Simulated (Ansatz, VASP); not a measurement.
## GeCN2 in VASP and in Ansatz

```
Ge N C
1.0
     1.80567    1.04250    4.95455
    -1.80567    1.04250    4.95455
     0.00000   -2.08501    4.95455
Ge N C
1 2 1
Direct
  0.00000 0.00000 0.00000
  0.58390 0.58390 0.58390
  0.41610 0.41610 0.41610
  0.50000 0.50000 0.50000
```

Change from the starting cell: volume scaled by 1.02.

Alike in both runs: task single point; functional LDA; k mesh 9 × 9 × 9; occupations fermi-dirac, width 0.05 eV; no spin polarisation.

|  | VASP | Ansatz |
| --- | --- | --- |
| version | VASP 6.6.1 | Ansatz 0.2.0 |
| potentials or method | VASP PAW LDA potentials, release 64 (Ge_d, N, C), cutoff 520 eV | all-electron LAPW, scalar-relativistic |

Ansatz gave:

- gap on the k mesh at the Fermi level (eV): 1.02
- least direct gap on the mesh (eV): 1.85
- pressure (GPa): -8.9
- largest component of the traceless stress (GPa): 5.20
- rms of the force components (eV/Å): 0.354

Question: Estimate VASP's values.

Answer: gap on the k mesh at the Fermi level (eV): 1.00; least direct gap on the mesh (eV): 1.82; pressure (GPa): -8.7; largest component of the traceless stress (GPa): 4.46; rms of the force components (eV/Å): 0.300.

Atom by atom the forces differ by 0.053 eV/Å (rms over components). Ansatz ran all-electron here, so the differences hold the error of VASP's frozen core and of both bases.

Caveats: an odd mesh through Γ misses points on the zone boundary, where band edges often lie; the standard files for N, O and F lose accuracy on very short bonds (VASP).
